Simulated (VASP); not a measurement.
Output of a VASP run:

OSZICAR:
```
       N       E                     dE             d eps       ncg     rms          rms(c)
DAV:   1     0.294922536944E+03    0.29492E+03   -0.20201E+04  2556   0.327E+03
DAV:   2     0.118939791544E+02   -0.28303E+03   -0.27334E+03  2716   0.566E+02
DAV:   3    -0.263847544607E+02   -0.38279E+02   -0.37892E+02  2872   0.164E+02
DAV:   4    -0.280687004497E+02   -0.16839E+01   -0.16773E+01  3412   0.363E+01
DAV:   5    -0.280981651535E+02   -0.29465E-01   -0.29453E-01  2832   0.428E+00    0.106E+01
DAV:   6    -0.241914284647E+02    0.39067E+01   -0.15453E+01  4434   0.556E+01    0.310E+00
DAV:   7    -0.243029239664E+02   -0.11150E+00   -0.15884E+00  2656   0.117E+01    0.263E+00
DAV:   8    -0.243059906187E+02   -0.30667E-02   -0.32099E-01  4242   0.797E+00    0.969E-01
DAV:   9    -0.242805096914E+02    0.25481E-01   -0.12456E-01  4410   0.572E+00    0.375E-01
DAV:  10    -0.242817268636E+02   -0.12172E-02   -0.63018E-03  2898   0.925E-01    0.135E-01
DAV:  11    -0.242814809667E+02    0.24590E-03   -0.26509E-03  3742   0.912E-01    0.494E-02
DAV:  12    -0.242815088076E+02   -0.27841E-04   -0.27844E-04  2644   0.130E-01    0.433E-02
DAV:  13    -0.242815049884E+02    0.38192E-05   -0.55910E-05  4244   0.105E-01    0.662E-03
DAV:  14    -0.242815062421E+02   -0.12537E-05   -0.11464E-05  3852   0.408E-02    0.196E-02
DAV:  15    -0.242815051678E+02    0.10744E-05   -0.23488E-06  3742   0.179E-02    0.137E-02
DAV:  16    -0.242815048621E+02    0.30562E-06   -0.24447E-06  3310   0.139E-02    0.291E-03
DAV:  17    -0.242815049123E+02   -0.50160E-07   -0.52074E-07  3242   0.761E-03
   1 F= -.24281505E+02 E0= -.24281505E+02  d E =-.947613E-15
```

**OUTCAR**
```
------------------------ aborting loop because EDIFF is reached ----------------------------------------
  FORCE on cell =-STRESS in cart. coord.  units (eV):
  Direction    XX          YY          ZZ          XY          YZ          ZX
  --------------------------------------------------------------------------------------
  Total       -2.5375847     -2.5375846     -0.6057268     -0.0000000      0.0000000      0.0000000
  in kB      -83.0719337    -83.0719314    -19.8294445     -0.0000000      0.0000000      0.0000000
  external PRESSURE =     -61.9911032 kB  Pullay stress =       0.0000000 kB
  volume of cell :       48.94
      direct lattice vectors                 reciprocal lattice vectors
     1.641781038 -2.843648133  0.000000000     0.304547311 -0.175830474  0.000000000
     1.641781038  2.843648133  0.000000000     0.304547311  0.175830474  0.000000000
     0.000000000  0.000000000  5.241501539     0.000000000  0.000000000  0.190785025
  FREE ENERGIE OF THE ION-ELECTRON SYSTEM (eV)
  ---------------------------------------------------
  free  energy   TOTEN  =       -24.2815049123 eV

  energy  without entropy=      -24.2815049123  energy(sigma->0) =      -24.28150491
```
(Selected blocks of OUTCAR.)

**POSCAR**
```
GaN
1
    1.6417810383    -2.8436481333     0.0000000000
    1.6417810383     2.8436481333     0.0000000000
    0.0000000000     0.0000000000     5.2415015388
Ga N
2 2
Direct
  0.6666670000   0.3333330000   0.5000480094
  0.3333330000   0.6666670000   0.0000480094
  0.6666670000   0.3333330000   0.8769519906
  0.3333330000   0.6666670000   0.3769519906
```

**Question.** Reconstruct the remaining input files.

**Answer.** One answer among several that fit: the input of the run itself, PBE GGA, plane waves, VASP's PBE PAW potentials (set 64).

### INCAR
```
LWAVE = F
LASPH = T
SIGMA = 0.05
ALGO = Normal
NELM = 100   ! most electronic steps
SYSTEM = GaN
PREC = Accurate
ISMEAR = 0   ! Gaussian
GGA = PE   ! PBE
LMAXMIX = 4   ! l cut-off of mixed one-centre charges
LCHARG = F
EDIFF = 1E-7   ! SCF stop (eV)
ISIF = 2   ! forces and stress, cell fixed
ENCUT = 600   ! plane-wave cut-off (eV)
LREAL = F
```

KPOINTS:
```
Automatic mesh
0
G
 10 10 6
```

POTCAR, in this order: Ga_d N (PBE.64 set). Program: vasp_std.

The compound is GaN in the wurtzite structure. This cell was strained or had an atom moved on purpose.
